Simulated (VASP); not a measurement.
All values below come from PBEsol GGA with spin-orbit coupling, VASP's PBE PAW potentials (set 64) (plane waves; VASP).

Input for VASP

### KPOINTS
```
kpoints
0
Gamma
 7 7 7
0 0 0
```

### POSCAR
```
MnS
1
    5.0117357045     2.4948161930     2.4948161930
    2.4948161930     5.0117357045     2.4948161930
    2.4948161930     2.4948161930     5.0117357045
Mn S
2 2
Direct
  0.0000000000   1.0000000000   0.0000000000
  0.5000000000   0.5000000000   0.5000000000
  0.2500000000   0.2500000000   0.2500000000
  0.7500000000   0.7500000000   0.7500000000
```

### INCAR
```
SYSTEM = MnS
PREC = Accurate; ENCUT = 400; LREAL = .FALSE.
LASPH = .TRUE.
EDIFF = 1E-6; NELM = 100; ALGO = Normal
LMAXMIX = 4
ISMEAR = 0; SIGMA = 0.05
GGA = PS; GGA_COMPAT = .FALSE.
MAGMOM = 0 0 4.0 0 0 -4.0 0 0 0.0 0 0 0.0
LSORBIT = .TRUE.
LWAVE = .FALSE.; LCHARG = .FALSE.; LORBIT = 11
```

KPOINTS_OPT:
```
k-points along high-symmetry lines
7
Line-mode
Reciprocal
  0.000000   0.000000   0.000000 ! GAMMA
  0.500000   0.500000   0.500000 ! T

  0.500000   0.500000   0.500000 ! T
  0.812500   0.187500   0.500000 ! H_2

  0.500000  -0.187500   0.187500 ! H_0
  0.500000  -0.000000  -0.000000 ! L

  0.500000  -0.000000  -0.000000 ! L
  0.000000   0.000000   0.000000 ! GAMMA

  0.000000   0.000000   0.000000 ! GAMMA
  0.343750  -0.343750   0.000000 ! S_0

  0.656250  -0.000000   0.343750 ! S_2
  0.500000   0.000000   0.500000 ! F

  0.500000   0.000000   0.500000 ! F
  0.000000   0.000000   0.000000 ! GAMMA
```

POTCAR, in this order: Mn_pv S (PBE.64 set). Program: vasp_ncl.

Q: What does the run give for the energy per atom (σ→0), band gap (over mesh and band path)?

A: 
energy per atom (σ→0): -7.535 eV/atom
band gap (over mesh and band path): 0.30 eV

File OSZICAR:
```
...
DAV:  36    -0.301409681984E+02    0.12879E-05   -0.81431E-05  8724   0.597E-02    0.102E-02
DAV:  37    -0.301409658266E+02    0.23718E-05   -0.21070E-05  8880   0.325E-02    0.847E-03
DAV:  38    -0.301409668894E+02   -0.10629E-05   -0.16316E-05  8932   0.251E-02    0.847E-03
DAV:  39    -0.301409650434E+02    0.18460E-05   -0.81227E-06  8766   0.204E-02    0.766E-03
DAV:  40    -0.301409632139E+02    0.18295E-05   -0.10507E-05  8604   0.223E-02    0.723E-03
DAV:  41    -0.301409623516E+02    0.86230E-06   -0.77403E-06  8580   0.191E-02
   1 F= -.30140962E+02 E0= -.30140962E+02  d E =-.268839E-09  mag=     0.0000    -0.0000    -0.0000
       N       E                     dE             ncg
```

The compound is MnS in the rock salt, AFM-II order structure. It was relaxed first, which changed the volume by -11 %.
